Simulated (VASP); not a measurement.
Level of theory: r2SCAN meta-GGA, VASP's PBE PAW potentials (set 64) (plane waves; VASP 6.6.1).

The input files of a VASP run:

### INCAR
```
ALGO = Normal
EDIFF = 1E-7
EDIFFG = -0.01
ENCUT = 480
IBRION = 2
ISIF = 2
ISMEAR = 1
LASPH = .TRUE.
LCHARG = .FALSE.
LMAXMIX = 4
LMIXTAU = .TRUE.
LREAL = .FALSE.
LWAVE = .FALSE.
METAGGA = R2SCAN
NELM = 100
NSW = 30
PREC = Accurate
SIGMA = 0.1
SYSTEM = NiSb
```

File POSCAR:
```
NiSb
1
    1.9536289080    -3.4007886329     0.0000000000
    1.9536289080     3.4007886329     0.0000000000
    0.0000000000     0.0000000000     5.1194273620
Ni Sb
2 2
Direct
  0.0000000000   0.0000000000   0.5000000000
  0.0000000000   0.0000000000   0.0000000000
  0.3333330000   0.6666670000   0.2500000000
  0.6666670000   0.3333330000   0.7500000000
```

**KPOINTS**
```
Automatic
0
G
  8 8 6
```

POTCAR, in this order: Ni Sb (PBE.64 set). Program: vasp_std.

The resulting files:

### OSZICAR
```
       N       E                     dE             d eps       ncg     rms          rms(c)
DAV:   1     0.111396041914E+03    0.11140E+03   -0.12505E+04  3192   0.159E+03
DAV:   2    -0.717992265009E+02   -0.18320E+03   -0.17827E+03  3231   0.324E+02
DAV:   3    -0.808881309880E+02   -0.90889E+01   -0.88374E+01  3625   0.912E+01
DAV:   4    -0.811293987405E+02   -0.24127E+00   -0.23993E+00  3558   0.137E+01
DAV:   5    -0.811372266042E+02   -0.78279E-02   -0.78257E-02  3936   0.261E+00    0.129E+01
DAV:   6    -0.802662415063E+02    0.87099E+00   -0.37323E+01  3378   0.115E+02    0.175E+01
DAV:   7    -0.761395634546E+02    0.41267E+01   -0.11286E+01  3456   0.728E+01    0.420E+00
DAV:   8    -0.763482718659E+02   -0.20871E+00   -0.22199E+00  4434   0.182E+01    0.320E+00
DAV:   9    -0.763278105512E+02    0.20461E-01   -0.28064E-01  3832   0.939E+00    0.886E-01
DAV:  10    -0.763535571346E+02   -0.25747E-01   -0.38079E-02  3741   0.204E+00    0.418E-01
DAV:  11    -0.763531265851E+02    0.43055E-03   -0.32994E-03  4687   0.736E-01    0.153E-01
DAV:  12    -0.763542315108E+02   -0.11049E-02   -0.59427E-03  3688   0.106E+00    0.927E-02
DAV:  13    -0.763545233231E+02   -0.29181E-03   -0.61851E-04  3431   0.360E-01    0.473E-02
DAV:  14    -0.763545302116E+02   -0.68885E-05   -0.47017E-05  3944   0.723E-02    0.129E-02
DAV:  15    -0.763545377064E+02   -0.74948E-05   -0.24536E-05  3678   0.774E-02    0.610E-03
DAV:  16    -0.763545388220E+02   -0.11156E-05   -0.25896E-06  3418   0.254E-02    0.326E-03
DAV:  17    -0.763545389518E+02   -0.12978E-06   -0.42252E-07  3309   0.992E-03    0.689E-04
DAV:  18    -0.763545389840E+02   -0.32185E-07   -0.13890E-07  1855   0.549E-03
   1 F= -.76354539E+02 E0= -.76354254E+02  d E =-.763545E+02
       N       E                     dE             d eps       ncg     rms          rms(c)
DAV:   1    -0.763546069018E+02   -0.67950E-04   -0.13503E-03  3302   0.229E-01    0.983E-03
DAV:   2    -0.763546160818E+02   -0.91800E-05   -0.64870E-05  3473   0.705E-02    0.536E-03
DAV:   3    -0.763546163342E+02   -0.25243E-06   -0.14246E-06  3779   0.125E-02    0.279E-03
DAV:   4    -0.763546165369E+02   -0.20265E-06   -0.49645E-07  3189   0.132E-02    0.224E-03
DAV:   5    -0.763546164632E+02    0.73656E-07   -0.19702E-07  1823   0.908E-03
   2 F= -.76354616E+02 E0= -.76354331E+02  d E =-.774792E-04
       N       E                     dE             d eps       ncg     rms          rms(c)
DAV:   1    -0.763546219236E+02   -0.53867E-05   -0.46317E-03  3299   0.424E-01    0.182E-02
DAV:   2    -0.763546534596E+02   -0.31536E-04   -0.22240E-04  3474   0.130E-01    0.992E-03
DAV:   3    -0.763546543539E+02   -0.89427E-06   -0.46297E-06  3638   0.197E-02    0.480E-03
DAV:   4    -0.763546548128E+02   -0.45891E-06   -0.99098E-07  3833   0.121E-02    0.176E-03
DAV:   5    -0.763546548932E+02   -0.80384E-07   -0.18277E-07  1830   0.875E-03
   3 F= -.76354655E+02 E0= -.76354367E+02  d E =-.115909E-03
```

**OUTCAR**
```
------------------------ aborting loop because EDIFF is reached ----------------------------------------
  FORCE on cell =-STRESS in cart. coord.  units (eV):
  Direction    XX          YY          ZZ          XY          YZ          ZX
  --------------------------------------------------------------------------------------
  Total        0.5431685      0.3866259      0.1916166      0.0000000      0.0000000      0.0000000
  in kB       12.7929898      9.1060173      4.5130538      0.0000000      0.0000000      0.0000000
  external PRESSURE =       8.8040203 kB  Pullay stress =       0.0000000 kB
  volume of cell :       68.03
      direct lattice vectors                 reciprocal lattice vectors
     1.953628908 -3.400788633  0.000000000     0.255933969 -0.147024721  0.000000000
     1.953628908  3.400788633  0.000000000     0.255933969  0.147024721  0.000000000
     0.000000000  0.000000000  5.119427362     0.000000000  0.000000000  0.195334347
 POSITION                                       TOTAL-FORCE (eV/Angst)
 -----------------------------------------------------------------------------------
      0.00000      0.00000      2.55971         0.000000      0.000000      0.000000
      0.00000      0.00000      0.00000         0.000000     -0.000000      0.000000
      1.95363      1.13798      1.27986         0.000000     -0.004938      0.000000
      1.95363     -1.13798      3.83957         0.000000      0.004938      0.000000
 -----------------------------------------------------------------------------------
    total drift:                               -0.000000      0.000000     -0.000000
  FREE ENERGIE OF THE ION-ELECTRON SYSTEM (eV)
  ---------------------------------------------------
  free  energy   TOTEN  =       -76.3546548932 eV

  energy  without entropy=      -76.3537919885  energy(sigma->0) =      -76.35436726

 reached required accuracy - stopping structural energy minimisation
```
(Selected blocks of OUTCAR.)

### CONTCAR
```
NiSb
   1.00000000000000
     1.9536289080000000   -3.4007886328999999    0.0000000000000000
     1.9536289080000000    3.4007886328999999    0.0000000000000000
     0.0000000000000000    0.0000000000000000    5.1194273619999997
  Ni              Sb
     2     2
Direct
     0.0000000000000000    0.0000000000000000    0.5000000000000000
     0.0000000000000000    0.0000000000000000    0.0000000000000000
     0.3326894650419817    0.6673105349580183    0.2500000000000000
     0.6673105349580183    0.3326894650419817    0.7500000000000000
```

The compound is NiSb in the NiAs type structure. This cell was strained or had an atom moved on purpose. Symmetry was kept, so distortions that lower it aren't found. The run is not spin-polarised, so no magnetic state was tried.
